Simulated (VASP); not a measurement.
Input of a VASP 6.6.1 run:

The input INCAR:

```
PREC = Accurate
ENCUT = 520
EDIFF = 1E-6
ISMEAR = 0
SIGMA = 0.05
LREAL = F
LASPH = T
NELM = 120
ALGO = Normal
ISIF = 2
LWAVE = F
LCHARG = T
ISPIN = 2
MAGMOM = -0.01 0
LORBIT = 11
LMAXMIX = 6
LDAU = T
LDAUTYPE = 2
LDAUL = 3 -1
LDAUU = 2 0
LDAUJ = 0 0
LDAUPRINT = 1
GGA = PS
LELF = T
LVHAR = T
NBANDS = 24
```

Contents of KPOINTS:

```
Automatic mesh
0
Gamma
  7 7 6
```

POSCAR

```
HoO
1.0
    3.0640300800      0.0000000000      0.0000000000
   -1.5320150400      2.6535278900      0.0000000000
    0.0000000000      0.0000000000      2.9903415500
Ho O
1 1
Direct
    0.0000000000      0.0000000000      0.0000000000
    0.6666666667      0.3333333333      0.5000000000
```

Potentials or basis: VASP PAW PBE potentials, release 64 (Ho, O).

Command:

```sh
$ cat potpaw_PBE.64/Ho/POTCAR potpaw_PBE.64/O/POTCAR > POTCAR
$ mpirun -np 1 vasp_std > vasp.out
```

Problem. What does it give for the pressure?

Solution. 23.2 GPa.

Problem. Estimate the site moments.

Solution. Ho -3.57; O +0.01 μB.

Stress tensor (GPa, compression positive):
```
25.14  0.00  0.00
 0.00 25.14  0.00
 0.00  0.00 19.36
```

Caveat: the magnetic or orbital state may not be the lowest; the PAW data sets were made with another functional, which shifts forces and pressure a little. The state reached can hang on the start; a lower one may exist.
